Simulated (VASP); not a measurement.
Here is a VASP 6.6.1 calculation.

The input INCAR:

```
SYSTEM = MgS
ALGO = Normal
EDIFF = 1E-7
ENCUT = 520
ISIF = 2
ISMEAR = 0
LASPH = .True.
LCHARG = .True.
LELF = .True.
LMIXTAU = .True.
LREAL = .False.
LVHAR = .True.
LWAVE = .False.
METAGGA = R2SCAN
NBANDS = 11
NELM = 80
PREC = Accurate
SIGMA = 0.02
```

File KPOINTS:

```
k-points
0
Gamma
  8 8 8
  0 0 0
```

File POSCAR:

```
MgS
1.0
    0.0000000000      2.5891100000      2.5891100000
    2.5891100000      0.0000000000      2.5891100000
    2.5891100000      2.5891100000      0.0000000000
Mg S
1 1
Direct
    0.0000000000      0.0000000000      0.0000000000
    0.5000000000      0.5000000000      0.5000000000
```

Potentials or basis: VASP PAW PBE potentials, release 64 (Mg, S).

Launch:

```sh
$ cat potpaw_PBE.64/Mg/POTCAR potpaw_PBE.64/S/POTCAR > POTCAR
$ mpirun -np 1 vasp_std > vasp.out
```

Question: What does it give for the band gap on the k mesh?

Answer: 3.47 eV, indirect (least direct gap 4.74 eV).

Question: Predict the pressure.

Answer: 0.7 GPa.

Caveat: the PAW data sets were made with another functional, which shifts forces and pressure a little. A k mesh can miss the band edges.
